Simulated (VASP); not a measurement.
An input for Ansatz (written as the equivalent of a VASP run, and not itself run):

Ansatz 0.2 input:
```yaml
crystal:
  lattice:
    - [0.0000000, 1.8050000, 1.8050000]
    - [1.8050000, 0.0000000, 1.8050000]
    - [1.8050000, 1.8050000, 0.0000000]
  atoms:
    - { symbol: Cu, position: [0.0000000, 0.0000000, 0.0000000] }
kpoints:
  mp_grid: { grid: [16, 16, 16] }
hamiltonian:
  xc: pbe
  dispersion: d4
  pseudopotentials: { kind: paw }
scf:
  occupations: { method: methfessel_paxton, width: 0.1 }
  max_iter: 100
relax:
  max_steps: 60
  f_tol: 0.01
  cell: {}
output: { forces: true, stress: true, eigenvalues: true }
```

**Question.** Translate this input to VASP (INCAR, KPOINTS, POSCAR, choice of POTCAR).

**Answer.** Several could match; the one computed here: 
**KPOINTS**
```
Automatic mesh
0
Gamma
16 16 16
0 0 0
```

**INCAR**
```
SYSTEM = Cu
PREC = Accurate; ENCUT = 520; LREAL = F
LASPH = T
EDIFF = 1E-6; NELM = 100; ALGO = Normal
LMAXMIX = 4
ISMEAR = 1; SIGMA = 0.1
GGA = PE; IVDW = 13
IBRION = 2; NSW = 60; ISIF = 3
EDIFFG = -0.01
LWAVE = F; LCHARG = F
```

POSCAR:
```
Cu
1.0
  0.0000000000   1.8050000000   1.8050000000
  1.8050000000   0.0000000000   1.8050000000
  1.8050000000   1.8050000000   0.0000000000
Cu
1
Cartesian
  0.0000000000   0.0000000000   0.0000000000
```

POTCAR, in this order: Cu (PBE.64 set). Program: vasp_std.

Limits of the translation: each code has its own PAW files, so the cut-off isn't converted (ENCUT is set for VASP's; basis.ecutwfc is left out, and Ansatz then takes the one that its files recommend); Ansatz stops its SCF on the density residual and VASP on the energy change (EDIFF).

The compound is Cu in the fcc structure. This run relaxes it. Symmetry was kept, so distortions that lower it aren't found.
